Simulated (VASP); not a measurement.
An input for Ansatz (written as the equivalent of a VASP run, and not itself run):

Ansatz 0.2 input:
```yaml
crystal:
  lattice:
    - [3.1030890, -0.0000001, 0.0000000]
    - [-1.5515441, 2.6873534, 0.0000000]
    - [0.0000000, 0.0000000, 3.4920387]
  atoms:
    - { symbol: Mo, position: [0.0000000, 0.0000000, 0.0000000] }
    - { symbol: Si, position: [0.6666670, 0.3333330, 0.5000000] }
kpoints:
  mp_grid: { grid: [12, 12, 9] }
hamiltonian:
  xc: pbesol
  pseudopotentials: { kind: paw }
scf:
  occupations: { method: methfessel_paxton, width: 0.1 }
  max_iter: 100
relax:
  max_steps: 60
  f_tol: 0.01
  cell: {}
output: { forces: true, stress: true, eigenvalues: true }
```

Task: Write the VASP files for the same calculation (PBEsol).

Result: Several could match; the one computed here: 
INCAR:
```
SYSTEM = SiMo
PREC = Accurate
ENCUT = 400
EDIFF = 1E-6
NELM = 100
ALGO = Normal
LREAL = .FALSE.
LASPH = .TRUE.
ISMEAR = 1
SIGMA = 0.1
GGA = PS
LMAXMIX = 4
LWAVE = .FALSE.
LCHARG = .FALSE.
IBRION = 2
ISIF = 3
NSW = 60
EDIFFG = -0.01
```

File POSCAR:
```
SiMo
1.0
  3.1030890385  -0.0000000512   0.0000000000
 -1.5515441101   2.6873533791   0.0000000000
  0.0000000000   0.0000000000   3.4920387099
Mo Si
1 1
Cart
  0.0000000000   0.0000000000   0.0000000000
  1.5515462072   0.8957835298   1.7460193550
```

**KPOINTS**
```
Automatic mesh
0
Gamma
12 12 9
0 0 0
```

POTCAR, in this order: Mo_sv Si (PBE.64 set). Program: vasp_std.

Limits of the translation: each code has its own PAW files, so the cut-off isn't converted (ENCUT is set for VASP's; basis.ecutwfc is left out, and Ansatz then takes the one that its files recommend); Ansatz stops its SCF on the density residual and VASP on the energy change (EDIFF).

The structure was generated: SiMo was put into the WC type (P-6m2), which need not be its known phase. This run relaxes it. Symmetry was kept, so distortions that lower it aren't found. The start is the result of an earlier pass.
